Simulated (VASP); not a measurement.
Write the native input for VASP 6.6.1 that does the following.

```yaml
Task: single point
Functional: BLYP
Potentials_or_basis: VASP PAW PBE potentials, release 64 (C)
Cutoff: 520 eV
k_mesh: 14 × 14 × 3
Occupations: fermi-dirac, width 0.05 eV
Spin: no spin polarisation
Dipole_correction: no
Further_INCAR_settings: ALGO = Normal; EDIFF = 1e-06; NBANDS = 16
```

The structure of C lies in POSCAR:

```
C
1.0
    2.4060059503      0.0000000000      0.0000000000
   -1.2030029752      2.0836622746      0.0000000000
    0.0000000000      0.0000000000     11.6471864716
C
4
Direct
    0.0000000000      0.0000000000      0.2500000000
    1.0000000000      1.0000000000      0.7500000000
    0.3333333333      0.6666666667      0.2500000000
    0.6666666667      0.3333333333      0.7500000000
```

One way to write it, as run:

INCAR

```
PREC     = Accurate       # precision mode
ENCUT    = 520            # plane-wave cutoff, eV
EDIFF    = 1E-6           # SCF threshold, eV
ISMEAR   = -1             # smearing method
SIGMA    = 0.05           # smearing width, eV
LREAL    = F              # projectors in reciprocal space
LASPH    = T              # aspherical terms in the spheres
NELM     = 80             # most SCF steps
ALGO     = Normal         # electronic algorithm
ISIF     = 2              # what is computed and relaxed
LWAVE    = F              # write WAVECAR
LCHARG   = F              # write CHGCAR
GGA      = B5             # functional
ALDAX    = 1.0          
AGGAX    = 1.0          
AGGAC    = 1.0          
ALDAC    = 0.0          
NBANDS   = 16             # bands
```

KPOINTS

```
regular mesh
0
Gamma
  14 14 3
```

Potentials or basis: VASP PAW PBE potentials, release 64 (C).

Launch:

```bash
$ cat potpaw_PBE.64/C/POTCAR > POTCAR
$ mpirun -np 1 vasp_std > vasp.out
```

Results of the run:

| Quantity | Value |
| --- | --- |
| Pressure | 14.7 GPa |
| Band gap on the k mesh | 1.28 eV, direct |

Caveat: the PAW data sets were made with another functional, which shifts forces and pressure a little; an odd mesh through Γ misses points on the zone boundary, where band edges often lie.

It took 32 s on 1 thread of AMD EPYC 9R45 (Zen 5) (shared host), peak memory 0.15 GiB.
